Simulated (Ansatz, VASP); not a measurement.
CsP2Pb in VASP and in Ansatz

Contents of INCAR:

```
  PREC = Accurate
  ENCUT = 600
  EDIFF = 1E-7
  ISMEAR = 0
  SIGMA = 0.1
  LREAL = False
  LASPH = True
  NELM = 100
  ALGO = Normal
  ISIF = 3
  LWAVE = False
  LCHARG = False
  GGA = PE
  IBRION = 2
  NSW = 100
  EDIFFG = -0.01
```

File KPOINTS:

```
regular mesh
0
Gamma
  10 10 8
```

POSCAR

```
CsP2Pb
1.0
    4.6881179600      0.0000000000      0.0000000000
    0.0000000000      4.6881179600      0.0000000000
    0.0000000000      0.0000000000      6.6300000000
Cs P Pb
1 2 1
Direct
    0.0000000000      0.0000000000      0.0000000000
    0.0000000000      0.0000000000      0.5000000000
    0.5000000000      0.5000000000      0.0000000000
    0.5000000000      0.5000000000      0.5000000000
```

Input for Ansatz:

```yaml
crystal:
  lattice:
    - [4.68811796, 0.0, 0.0]
    - [0.0, 4.68811796, 0.0]
    - [0.0, 0.0, 6.63]
  atoms:
    - { symbol: Cs, position: [0.0, 0.0, 0.0] }
    - { symbol: P, position: [0.0, 0.0, 0.5] }
    - { symbol: P, position: [0.5, 0.5, 0.0] }
    - { symbol: Pb, position: [0.5, 0.5, 0.5] }
basis:
  ecutwfc: 420
kpoints:
  mp_grid: { grid: [10, 10, 8] }
hamiltonian:
  xc: pbe
scf:
  occupations: { method: gaussian, width: 0.1 }
output:
  forces: true
  stress: true
  eigenvalues: true
relax:
  adjacent_minimum: "off"
  f_tol: 0.01
  max_steps: 80
  cell: { stress_tol: 0.05 }
```

Alike in both runs: task relaxation of cell and atoms; functional PBE; k mesh 10 × 10 × 8; occupations gaussian, width 0.1 eV; no spin polarisation.

|  | VASP | Ansatz |
| --- | --- | --- |
| version | VASP 6.6.1 | Ansatz 0.2.0 |
| potentials or method | VASP PAW PBE potentials, release 64 (Cs_sv, P, Pb_d) | scalar-relativistic, plane waves, PAW |
| plane-wave cutoff (eV) | 600 | 420 |
| valence electrons in the cell | 33 | 33 |

Ansatz gave:

- gap on the k mesh at the Fermi level, each at its own relaxed structure (eV): none
- relaxed volume (Å³/atom): 30.54
- relaxed cell length with the largest relative difference (Å): 6.204
- energy change over the relaxation (meV/atom): -74

Problem. What did VASP give for the same quantities?

Solution. gap on the k mesh at the Fermi level, each at its own relaxed structure (eV): none; relaxed volume (Å³/atom): 30.63; relaxed cell length with the largest relative difference (Å): 6.214; energy change over the relaxation (meV/atom): -71.

A gap of «none» marks a metal or a gap that the smearing closes.

Caveats: the volume moved by over 15 % at a fixed basis, so the end points are rough (VASP). The runs have no spin-orbit coupling, so splittings on Cs, Pb are missing.
